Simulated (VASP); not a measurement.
Method: PBE GGA, VASP's PBE PAW potentials (set 64) (plane waves; VASP 6.6.1).

A VASP calculation is set up with these files.

**POSCAR**
```
KBr
6.7320
  0.0000000000   0.5000000000   0.5000000000
  0.5000000000   0.0000000000   0.5000000000
  0.5000000000   0.5000000000   0.0000000000
K Br
1 1
Cart
  0.0000000000   0.0000000000   0.0000000000
  0.5000000000   0.5000000000   0.5000000000
```

### INCAR
```
KGAMMA = .TRUE.
LWAVE = .FALSE.
EDIFF = 1E-6   # SCF stop (eV)
ENCUT = 400   # plane-wave cut-off (eV)
LCHARG = .FALSE.
NELM = 100
LASPH = .TRUE.   # aspherical one-centre terms
ISMEAR = 0   # Gaussian
KSPACING = 0.16
GGA = PE   # PBE
LMAXMIX = 4   # l cut-off of mixed one-centre charges
ISIF = 2   # forces and stress, cell fixed
LREAL = .FALSE.
ALGO = Normal
PREC = Accurate
SIGMA = 0.05
SYSTEM = KBr
```

POTCAR, in this order: K_sv Br (PBE.64 set). Program: vasp_std.

What will the output report for the number of irreducible k-points (NKPTS), number of bands (NBANDS), largest plane-wave count, number of space-group operations, FFT grid (NGX, NGY, NGZ)?

```yaml
number of irreducible k-points (NKPTS): 56
number of bands (NBANDS): 12
largest_plane_wave_count: 1411
number_of_space_group_operations: 48
FFT grid (NGX, NGY, NGZ): 32 × 32 × 32
```

The compound is KBr in the rock salt structure. The cell was not relaxed at this level. The run is one of a series of settings (KGAMMA = .TRUE., KSPACING = 0.16, KPOINTS file removed against the base run), some of them coarse on purpose.
